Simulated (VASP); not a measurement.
CdSi4O: band structure with AM05

CdSi4O:

```
Cd Si O
1.0
     0.00000    3.60175    3.60175
     3.60175    0.00000    3.60175
     3.60175    3.60175    0.00000
Cd Si O
1 4 1
Direct
  0.50000 0.50000 0.50000
  0.87672 0.87672 0.36984
  0.87672 0.36984 0.87672
  0.87672 0.87672 0.87672
  0.36984 0.87672 0.87672
  0.25000 0.25000 0.25000
```

The cell was built by a generator and needn't be a form met in nature.

```yaml
Program: VASP 6.6.1
Task: band structure
Functional: AM05
Potentials_or_basis: VASP PAW PBE potentials, release 64 (Cd, Si, O)
Cutoff: 520 eV
k_mesh: 5 × 5 × 5
Occupations: fermi-dirac, width 0.05 eV
Spin: no spin polarisation
Further_INCAR_settings: ALGO = Fast; EDIFF = 1e-06; NBANDS = 26
```

```
Band gap along the path : none (metal or under the smearing width)
```

Levels at the corners of the path, in eV from the Fermi level:
```csv
point,band 14,band 15,band 16,band 17,band 18,band 19,band 20,band 21
Γ,-3.98,-1.67,-1.67,-1.67,-1.32,-0.81,-0.81,4.09
X,-1.20,-1.01,0.54,0.54,0.61,1.33,1.51,2.02
X,-1.20,-1.01,0.54,0.54,0.61,1.33,1.51,2.02
W,-1.16,-0.94,-0.91,-0.46,1.20,1.61,1.81,2.04
W,-1.16,-0.94,-0.91,-0.46,1.20,1.61,1.81,2.04
K,-1.49,-0.87,-0.84,-0.42,0.30,1.03,2.90,3.16
K,-1.49,-0.87,-0.84,-0.42,0.30,1.03,2.90,3.16
Γ,-3.98,-1.67,-1.67,-1.67,-1.32,-0.81,-0.81,4.09
Γ,-3.98,-1.67,-1.67,-1.67,-1.32,-0.81,-0.81,4.09
L,-1.78,-0.73,-0.73,0.14,0.74,0.74,0.92,2.48
L,-1.78,-0.73,-0.73,0.14,0.74,0.74,0.92,2.48
U,-1.49,-0.87,-0.84,-0.42,0.30,1.03,2.90,3.16
U,-1.49,-0.87,-0.84,-0.42,0.30,1.03,2.90,3.16
W,-1.16,-0.94,-0.91,-0.46,1.20,1.61,1.81,2.04
W,-1.16,-0.94,-0.91,-0.46,1.20,1.61,1.81,2.04
L,-1.78,-0.73,-0.73,0.14,0.74,0.74,0.92,2.48
L,-1.78,-0.73,-0.73,0.14,0.74,0.74,0.92,2.48
K,-1.49,-0.87,-0.84,-0.42,0.30,1.03,2.90,3.16
U,-1.49,-0.87,-0.84,-0.42,0.30,1.03,2.90,3.16
X,-1.20,-1.01,0.54,0.54,0.61,1.33,1.51,2.02
```

Wall time 99 s on 1 thread of Intel(R) Xeon(R) 6975P-C (Granite Rapids), on a shared host, peak memory 0.38 GiB.

Caveat: the log is that of the step along the path at fixed density, whose energy, stress, charges and moments have no meaning.
